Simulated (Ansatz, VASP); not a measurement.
# H18C9SNO3F3 (ionic liquid Pyr13+ triflate at 300 K) in two plane-wave programs

One calculation is typed for both programs; each brings its own data sets. How far apart do they land? The cell is taken from a series of runs on this material, whose earlier steps may have relaxed, scaled, displaced or heated it; both programs get it as it stands.

Method: plane waves, with VASP 6.6.1 beside it; PBE with D3(BJ), in Ansatz 0.2.0.

**1. Starting point**

The cell holds 175 atoms: 45 C, 5 N, 90 H, 15 O, 5 S and 15 F. Cell: a = 12.187 Å, b = 12.187 Å, c = 12.187 Å, α = 90.0°, β = 90.0°, γ = 90.0°. As first built, before any earlier steps moved the atoms or strained the cell (in the runner's words): 5 Pyr13+, 5 triflate placed at random, at 1.27 g/cm^3; overlaps pushed apart, then 10 ps at 700 K with MMFF94 bonds, angles, torsions, charges and radii (Halgren, J. Comput. Chem. 17, 490 (1996)) in harmonic and 12-6 forms; charges of ions scaled by 0.8. Snapshot after 30 ps at 300 K and fixed volume.

**2. Ansatz: single point, PBE with D3(BJ)**

Ansatz runs on its default PAW (the set named soft_2) files.

A single point takes one fixed geometry, so differences don't come from the geometry; what else differs is listed under the comparison.

The input, input.yaml:

```yaml
crystal:
  lattice:
    - [12.18695, 0.0, 0.0]
    - [0.0, 12.18695, 0.0]
    - [0.0, 0.0, 12.18695]
  atoms:
    - { symbol: C, position: [0.27623, 0.33476, 0.52346] }
    - { symbol: C, position: [0.21314, 0.3994, 0.61067] }
    - { symbol: C, position: [0.24672, 0.36053, 0.72436] }
    - { symbol: "N", position: [0.19952, 0.4253, 0.82001] }
    - { symbol: C, position: [0.25148, 0.53588, 0.8276] }
    - { symbol: C, position: [0.07607, 0.43269, 0.81354] }
    - { symbol: C, position: [0.03698, 0.31863, 0.84536] }
    - { symbol: C, position: [0.12301, 0.27725, 0.92915] }
    - { symbol: C, position: [0.21703, 0.36054, 0.92525] }
    - { symbol: H, position: [0.25991, 0.24639, 0.53014] }
    - { symbol: H, position: [0.25071, 0.36024, 0.44104] }
    - { symbol: H, position: [0.36515, 0.34798, 0.53048] }
    - { symbol: H, position: [0.12512, 0.38537, 0.59771] }
    - { symbol: H, position: [0.22908, 0.4875, 0.60056] }
    - { symbol: H, position: [0.22042, 0.27536, 0.73643] }
    - { symbol: H, position: [0.33582, 0.36437, 0.73601] }
    - { symbol: H, position: [0.23762, 0.58044, 0.75112] }
    - { symbol: H, position: [0.2138, 0.57916, 0.89669] }
    - { symbol: H, position: [0.33949, 0.52588, 0.84197] }
    - { symbol: H, position: [0.05215, 0.45998, 0.73159] }
    - { symbol: H, position: [0.05047, 0.49471, 0.87336] }
    - { symbol: H, position: [0.03302, 0.26485, 0.77358] }
    - { symbol: H, position: [0.95394, 0.32289, 0.87905] }
    - { symbol: H, position: [0.08996, 0.27498, 0.0126] }
    - { symbol: H, position: [0.15215, 0.19452, 0.90954] }
    - { symbol: H, position: [0.21075, 0.42029, 0.99214] }
    - { symbol: H, position: [0.29973, 0.32563, 0.92379] }
    - { symbol: C, position: [0.66161, 0.86591, 0.29363] }
    - { symbol: C, position: [0.59259, 0.79005, 0.22151] }
    - { symbol: C, position: [0.47703, 0.78303, 0.26751] }
    - { symbol: "N", position: [0.40483, 0.69581, 0.21621] }
    - { symbol: C, position: [0.38357, 0.72071, 0.09762] }
    - { symbol: C, position: [0.29486, 0.69083, 0.27886] }
    - { symbol: C, position: [0.28047, 0.57188, 0.31574] }
    - { symbol: C, position: [0.35674, 0.506, 0.24095] }
    - { symbol: C, position: [0.45461, 0.58149, 0.22628] }
    - { symbol: H, position: [0.74366, 0.87712, 0.25765] }
    - { symbol: H, position: [0.67135, 0.83212, 0.3767] }
    - { symbol: H, position: [0.62284, 0.94687, 0.30092] }
    - { symbol: H, position: [0.6314, 0.70864, 0.2183] }
    - { symbol: H, position: [0.59142, 0.82245, 0.1375] }
    - { symbol: H, position: [0.47854, 0.76438, 0.35548] }
    - { symbol: H, position: [0.43349, 0.86099, 0.25613] }
    - { symbol: H, position: [0.32858, 0.65782, 0.06516] }
    - { symbol: H, position: [0.46117, 0.71898, 0.0529] }
    - { symbol: H, position: [0.34495, 0.80157, 0.09305] }
    - { symbol: H, position: [0.23107, 0.71686, 0.22152] }
    - { symbol: H, position: [0.29938, 0.74872, 0.3473] }
    - { symbol: H, position: [0.3045, 0.56353, 0.40192] }
    - { symbol: H, position: [0.19477, 0.5464, 0.30787] }
    - { symbol: H, position: [0.31738, 0.48901, 0.16184] }
    - { symbol: H, position: [0.38176, 0.42738, 0.27657] }
    - { symbol: H, position: [0.5068, 0.58197, 0.29945] }
    - { symbol: H, position: [0.50402, 0.56464, 0.15318] }
    - { symbol: C, position: [0.87567, 0.79521, 0.51731] }
    - { symbol: C, position: [0.9793, 0.81033, 0.58641] }
    - { symbol: C, position: [0.95072, 0.87488, 0.6893] }
    - { symbol: "N", position: [0.04477, 0.89747, 0.76639] }
    - { symbol: C, position: [0.13465, 0.96005, 0.71011] }
    - { symbol: C, position: [0.0897, 0.79399, 0.81908] }
    - { symbol: C, position: [0.14701, 0.83338, 0.92304] }
    - { symbol: C, position: [0.08705, 0.94043, 0.95606] }
    - { symbol: C, position: [0.00425, 0.96227, 0.86479] }
    - { symbol: H, position: [0.84164, 0.87506, 0.49288] }
    - { symbol: H, position: [0.89371, 0.74865, 0.4425] }
    - { symbol: H, position: [0.81199, 0.75016, 0.56281] }
    - { symbol: H, position: [0.01473, 0.73016, 0.60789] }
    - { symbol: H, position: [0.04135, 0.85385, 0.5377] }
    - { symbol: H, position: [0.91562, 0.95508, 0.66832] }
    - { symbol: H, position: [0.88993, 0.83, 0.73867] }
    - { symbol: H, position: [0.19555, 0.9831, 0.77181] }
    - { symbol: H, position: [0.09917, 0.03342, 0.67209] }
    - { symbol: H, position: [0.17345, 0.90787, 0.64827] }
    - { symbol: H, position: [0.14332, 0.75245, 0.76028] }
    - { symbol: H, position: [0.01848, 0.74242, 0.83892] }
    - { symbol: H, position: [0.1409, 0.77014, 0.98666] }
    - { symbol: H, position: [0.23428, 0.84853, 0.90747] }
    - { symbol: H, position: [0.04255, 0.93078, 0.03382] }
    - { symbol: H, position: [0.14575, 0.00745, 0.96644] }
    - { symbol: H, position: [0.99333, 0.04781, 0.83976] }
    - { symbol: H, position: [0.9229, 0.92886, 0.8869] }
    - { symbol: C, position: [0.67002, 0.75244, 0.90376] }
    - { symbol: C, position: [0.59088, 0.84792, 0.88526] }
    - { symbol: C, position: [0.63518, 0.92051, 0.79395] }
    - { symbol: "N", position: [0.57401, 0.02662, 0.77671] }
    - { symbol: C, position: [0.59515, 0.10395, 0.87014] }
    - { symbol: C, position: [0.45214, 0.00995, 0.7608] }
    - { symbol: C, position: [0.41339, 0.11401, 0.70292] }
    - { symbol: C, position: [0.5154, 0.15962, 0.64208] }
    - { symbol: C, position: [0.608, 0.07981, 0.66953] }
    - { symbol: H, position: [0.6358, 0.69218, 0.96108] }
    - { symbol: H, position: [0.74842, 0.78185, 0.9378] }
    - { symbol: H, position: [0.68684, 0.70849, 0.82688] }
    - { symbol: H, position: [0.50936, 0.81705, 0.8623] }
    - { symbol: H, position: [0.58235, 0.89536, 0.96152] }
    - { symbol: H, position: [0.72067, 0.94403, 0.81115] }
    - { symbol: H, position: [0.63214, 0.87655, 0.71531] }
    - { symbol: H, position: [0.68391, 0.11682, 0.87541] }
    - { symbol: H, position: [0.55306, 0.18164, 0.8546] }
    - { symbol: H, position: [0.56386, 0.06786, 0.94608] }
    - { symbol: H, position: [0.41363, 0.99648, 0.84069] }
    - { symbol: H, position: [0.44265, 0.93724, 0.70904] }
    - { symbol: H, position: [0.38331, 0.17365, 0.76291] }
    - { symbol: H, position: [0.34619, 0.09438, 0.64642] }
    - { symbol: H, position: [0.50325, 0.16279, 0.55298] }
    - { symbol: H, position: [0.5345, 0.24281, 0.67029] }
    - { symbol: H, position: [0.61272, 0.0132, 0.60909] }
    - { symbol: H, position: [0.68943, 0.11609, 0.6799] }
    - { symbol: C, position: [0.04018, 0.05707, 0.29687] }
    - { symbol: C, position: [0.96702, 0.10318, 0.2059] }
    - { symbol: C, position: [0.90234, 0.20158, 0.24742] }
    - { symbol: "N", position: [0.80399, 0.23437, 0.1774] }
    - { symbol: C, position: [0.83631, 0.24452, 0.05987] }
    - { symbol: C, position: [0.71016, 0.15354, 0.18996] }
    - { symbol: C, position: [0.6553, 0.18616, 0.29661] }
    - { symbol: C, position: [0.65597, 0.3123, 0.29076] }
    - { symbol: C, position: [0.75666, 0.34274, 0.22117] }
    - { symbol: H, position: [0.0937, 0.99253, 0.26411] }
    - { symbol: H, position: [0.09292, 0.12085, 0.33243] }
    - { symbol: H, position: [0.99035, 0.0231, 0.36372] }
    - { symbol: H, position: [0.91171, 0.03778, 0.17628] }
    - { symbol: H, position: [0.01784, 0.12702, 0.13537] }
    - { symbol: H, position: [0.95463, 0.27472, 0.25058] }
    - { symbol: H, position: [0.87056, 0.18588, 0.32999] }
    - { symbol: H, position: [0.90327, 0.304, 0.05423] }
    - { symbol: H, position: [0.86093, 0.16345, 0.02935] }
    - { symbol: H, position: [0.76466, 0.2735, 0.01454] }
    - { symbol: H, position: [0.74239, 0.06965, 0.18458] }
    - { symbol: H, position: [0.65489, 0.16769, 0.12046] }
    - { symbol: H, position: [0.70123, 0.15588, 0.36797] }
    - { symbol: H, position: [0.5721, 0.15237, 0.30066] }
    - { symbol: H, position: [0.65922, 0.35037, 0.37213] }
    - { symbol: H, position: [0.5819, 0.34102, 0.24866] }
    - { symbol: H, position: [0.7342, 0.39199, 0.14975] }
    - { symbol: H, position: [0.82185, 0.38456, 0.26625] }
    - { symbol: O, position: [0.48284, 0.35394, 0.84864] }
    - { symbol: S, position: [0.54899, 0.41287, 0.93047] }
    - { symbol: O, position: [0.50705, 0.5215, 0.95989] }
    - { symbol: O, position: [0.58649, 0.34568, 0.02279] }
    - { symbol: C, position: [0.68012, 0.44005, 0.85491] }
    - { symbol: F, position: [0.75327, 0.49169, 0.91973] }
    - { symbol: F, position: [0.72548, 0.34333, 0.82299] }
    - { symbol: F, position: [0.66429, 0.50129, 0.76429] }
    - { symbol: O, position: [0.96347, 0.6039, 0.99229] }
    - { symbol: S, position: [0.02129, 0.56224, 0.0888] }
    - { symbol: O, position: [0.9979, 0.44805, 0.11876] }
    - { symbol: O, position: [0.13832, 0.59153, 0.09307] }
    - { symbol: C, position: [0.95942, 0.6419, 0.205] }
    - { symbol: F, position: [0.99952, 0.60675, 0.3029] }
    - { symbol: F, position: [0.98168, 0.74991, 0.19613] }
    - { symbol: F, position: [0.84933, 0.62879, 0.20737] }
    - { symbol: O, position: [0.28254, 0.96663, 0.14678] }
    - { symbol: S, position: [0.35668, 0.04736, 0.09755] }
    - { symbol: O, position: [0.47385, 0.02483, 0.11305] }
    - { symbol: O, position: [0.3263, 0.08399, 0.98689] }
    - { symbol: C, position: [0.33365, 0.1731, 0.18296] }
    - { symbol: F, position: [0.354, 0.1531, 0.29051] }
    - { symbol: F, position: [0.40054, 0.2552, 0.15057] }
    - { symbol: F, position: [0.22906, 0.20955, 0.17471] }
    - { symbol: O, position: [0.86615, 0.15227, 0.70461] }
    - { symbol: S, position: [0.90305, 0.17672, 0.59249] }
    - { symbol: O, position: [0.02207, 0.18925, 0.5808] }
    - { symbol: O, position: [0.84841, 0.11229, 0.50694] }
    - { symbol: C, position: [0.84956, 0.31898, 0.56683] }
    - { symbol: F, position: [0.88604, 0.39114, 0.64254] }
    - { symbol: F, position: [0.88223, 0.35596, 0.4672] }
    - { symbol: F, position: [0.73861, 0.32041, 0.5688] }
    - { symbol: O, position: [0.35366, 0.76384, 0.73323] }
    - { symbol: S, position: [0.35607, 0.74124, 0.61502] }
    - { symbol: O, position: [0.26142, 0.67876, 0.57446] }
    - { symbol: O, position: [0.39052, 0.83319, 0.5457] }
    - { symbol: C, position: [0.47314, 0.64208, 0.6018] }
    - { symbol: F, position: [0.4543, 0.54941, 0.65906] }
    - { symbol: F, position: [0.48913, 0.61251, 0.49527] }
    - { symbol: F, position: [0.56757, 0.68719, 0.63813] }
kpoints:
  mp_grid: { grid: [1, 1, 1] }
hamiltonian:
  xc: pbe
  dispersion: d3bj
scf:
  occupations: { method: gaussian, width: 0.025 }
output:
  forces: true
  stress: true
  populations: true
  dos:
    method: { smearing: { sigma: 0.1 } }
    de: 0.1
    projected: { site_lists: { C: [C], F: [F], H: [H], "N": ["N"], O: [O] } }
  eigenvalues: true
```

Launch:

```bash
> ansatz run input.yaml --threads 4 --pin off --max-ram 8192MiB --backend cpu --events-out ev --progress --plain --runs-dir out
```

Numbers of over 12 decimals in the logs are rounded to 6 here.

What it wrote:

```text
Engine: ansatz 0.2.0, aarch64-unknown-linux-gnu
Pseudopotentials: kind: paw
Pseudopotential: C, paw, valence charge 4, recommended cutoff 420 eV (normal), C.paw.azcp
Pseudopotential: N, paw, valence charge 5, recommended cutoff 420 eV (normal), N.paw.azcp
Pseudopotential: H, paw, valence charge 1, recommended cutoff 420 eV (normal), H.paw.azcp
Pseudopotential: O, paw, valence charge 6, recommended cutoff 420 eV (normal), O.paw.azcp
Pseudopotential: S, paw, valence charge 6, recommended cutoff 420 eV (normal), S.paw.azcp
Pseudopotential: F, paw, valence charge 7, recommended cutoff 420 eV (normal), F.paw.azcp
Functional definition: PBE
  parameter kappa = 0.804
  parameter beta = 0.066725
  exchange = pbe_x(kappa = kappa, mu = beta*pi^2/3)
  correlation = pbe_c(beta = beta)
Crystal: 175 atoms, lattice volume = 1810.027 Å³
Basis set: ecut = 420 eV, 35513 PW (Γ), exchange–correlation on 180×180×180 points (8 copies of the dense FFT grid, shifted against one another)
Bands: 435, of which v1, the nominal top of the filled ones, is band 260 counted from 1 (259 counted from 0)
Symmetry: 1 space group operations
Space group: P1 (ITA 1), of the structure as read, at distance tolerance 1.2e-4 Å
k-points: 1
Non-local potential: C, projectors of the file, l = 0: 2, l = 1: 2, l = 2: 1
Non-local potential: N, projectors of the file, l = 0: 2, l = 1: 2, l = 2: 1
Non-local potential: H, projectors of the file, l = 0: 2, l = 1: 1
Non-local potential: O, projectors of the file, l = 0: 2, l = 1: 2, l = 2: 1
Non-local potential: S, projectors of the file, l = 0: 2, l = 1: 2, l = 2: 2
Non-local potential: F, projectors of the file, l = 0: 2, l = 1: 2, l = 2: 1
PAW form: soft (Blöchl's): semilocal exchange-correlation on the pseudo side does not see the compensation charge
PAW one-centre angular grid: C, 110 points (default); XC on 64 Gauss nodes
PAW one-centre angular grid: N, 110 points (default); XC on 64 Gauss nodes
PAW one-centre angular grid: H, 110 points (default); XC on 64 Gauss nodes
PAW one-centre angular grid: O, 110 points (default); XC on 64 Gauss nodes
PAW one-centre angular grid: S, 110 points (default); XC on 64 Gauss nodes
PAW one-centre angular grid: F, 110 points (default); XC on 64 Gauss nodes
Initial density: superposition of atomic densities (neutral atoms: chi_scale 0, normalization atom), corrected by the library's trained network
Initial wavefunctions: pseudopotential atomic-orbital guess
Functional: x = pbe(κ = 0.804, μ = 0.219515), c = pbe(β = 0.066725)
SCF iter   1: F=—  HF=-39799.910953 eV  |F-HF|=—  |Δ(HF+E_count)|=         —  Δρ=4.58e-3  dr2=4.22e-1  ethr=1.77e-3  ⟨swp⟩=6.0  Hψ=1840  notcnv=0  defer=154
preconditioner: auto → Resta (q_TF=auto, 2.216 Å⁻¹)  ε∞=2.5  [insulator: Δε(μ)=5.129 eV  Ē_g=15.953 eV  σ=0.025 eV  W_gap=1.00  n_scr=340 (ndim 8)  ℏωp=19.3 eV  f_vac=0.251  D(μ)=0.00/eV (n_scr^D=0)  ε∞_Penn≈2.5]
SCF iter   2: F=—  HF=-39799.805607 eV  |F-HF|=—  |Δ(HF+E_count)|=   1.05e-1  Δρ=2.21e-3  dr2=8.95e-2  ethr=8.11e-5  ⟨swp⟩=2.0  Hψ=567  notcnv=0  defer=171
SCF iter   3: F=—  HF=-39799.815599 eV  |F-HF|=—  |Δ(HF+E_count)|=   9.99e-3  Δρ=1.08e-3  dr2=2.50e-2  ethr=1.72e-5  ⟨swp⟩=3.0  Hψ=512  notcnv=0  defer=171
SCF iter   4: F=—  HF=-39799.813256 eV  |F-HF|=—  |Δ(HF+E_count)|=   2.34e-3  Δρ=3.59e-4  dr2=3.05e-3  ethr=4.80e-6  ⟨swp⟩=2.0  Hψ=511  notcnv=0  defer=171
SCF iter   5: F=—  HF=-39799.812968 eV  |F-HF|=—  |Δ(HF+E_count)|=   2.88e-4  Δρ=1.84e-4  dr2=6.76e-4  ethr=5.86e-7  ⟨swp⟩=2.0  Hψ=512  notcnv=0  defer=171
SCF iter   6: F=—  HF=-39799.812852 eV  |F-HF|=—  |Δ(HF+E_count)|=   1.16e-4  Δρ=9.41e-5  dr2=1.53e-4  ethr=1.30e-7  ⟨swp⟩=2.0  Hψ=509  notcnv=0  defer=171
SCF iter   7: F=—  HF=-39799.812822 eV  |F-HF|=—  |Δ(HF+E_count)|=   2.94e-5  Δρ=2.80e-5  dr2=1.50e-5  ethr=2.95e-8  ⟨swp⟩=2.0  Hψ=508  notcnv=0  defer=171
SCF iter   8: F=—  HF=-39799.816095 eV  |F-HF|=—  |Δ(HF+E_count)|=   3.27e-3  Δρ=1.22e-5  dr2=2.22e-6  ethr=2.89e-9  ⟨swp⟩=2.0  Hψ=679  notcnv=0  defer=171
SCF iter   9: F=—  HF=-39799.816094 eV  |F-HF|=—  |Δ(HF+E_count)|=   4.62e-7  Δρ=4.24e-6  dr2=3.18e-7  ethr=4.27e-10  ⟨swp⟩=2.0  Hψ=524  notcnv=0  defer=171
SCF iter  10: F=-39799.816094 eV  HF=-39799.816094 eV  |F-HF|=2.31e-8  |Δ(HF+E_count)|=   5.52e-8  Δρ=1.27e-6  dr2=3.85e-8  ethr=1.92e-11  ⟨swp⟩=14.0  Hψ=2753  notcnv=0
SCF 1 converged in 10 iterations: F = -39799.816094 eV  dr2 = 3.85e-8
  greatest PAW one-centre occupation: 0.934 electrons in one spin orbital (limit 2), on the F atom at site 157 (counted from 0), in its partial waves of l = 0
SCF converged after 10 iterations
Free energy (F): -39799.816094 eV
Harris-Foulkes:  -39799.816094 eV  (|F-HF|=2.31e-8)
Internal energy: -39799.816094 eV  (E = F + TS)
E sigma→0 (E₀):  -39799.816094 eV
Fermi energy:    2.037894 eV
--- Per-component energies (eV) ---
  E_band       = -4333.102878
  E_kinetic    = 12319.385608
[...]
atom 172  C     -0.11382247    -0.12499287     0.00573626
  atom 173  F      0.03334022     0.06853166    -0.03665672
  atom 174  F      0.03213311     0.02396423     0.02036101
  atom 175  F      0.08122679     0.03707790     0.01223773
  max |Σ_I F_I| component: 4.88e-5 eV/Å
--- Stress (GPa, compression-positive) ---
       -0.086573       0.031306       0.079956
        0.031306      -0.094317      -0.031238
        0.079956      -0.031238      -0.141648
  P = ⅓ Tr σ = -0.1075 GPa (-1.075 kbar)
--- Band table (eV) ---
  k-point 0: bands = [... 256 lower, -0.5476, -0.4652, -0.4426, -0.4311, 4.5069, 4.9295, 5.1322, 5.2622, ... 171 higher]
--- Löwdin populations: 175 sites ---
  site symbol       q [e]
     0      C      4.4472
     1      C      4.2721
     2      C      4.1785
     3      N      4.8724
     4      C      4.3528
     5      C      4.1809
     6      C      4.2843
     7      C      4.2853
     8      C      4.1784
     9      H      0.8111
    10      H      0.8029
    11      H      0.8182
    12      H      0.8129
    13      H      0.8086
    14      H      0.8151
    15      H      0.7910
    16      H      0.7953
    17      H      0.7967
    18      H      0.7706
    19      H      0.7949
    20      H      0.7959
    21      H      0.8096
    22      H      0.7993
    23      H      0.8024
[...]
167      O      6.7850
   168      S      3.7364
   169      O      6.7783
   170      O      6.7804
   171      C      3.3584
   172      F      7.2149
   173      F      7.2396
   174      F      7.2263
  spilling = 0.014093 (of n_electrons = 520.000000)
```

[end of part 1 of 2]

[Lines on the potential files, build, host, timing and source positions are cut from VASP's logs without a mark.]

[Logs are printed without paths, hosts, clocks, repeated set-up lines and the standing remarks that a program may print on its own settings, such as how far it seeks lower states.]

[Hosts, paths, dates, database ids (printed as entryN), source tags and the programs' standing remarks are cut or masked in the printed files.]

[The MMFF94 radii named for the starting cell were scaled by 0.96; in molecules described by MMFF94, hydrogen bound to N, O or S took a small fixed 12-6 site in their place.]
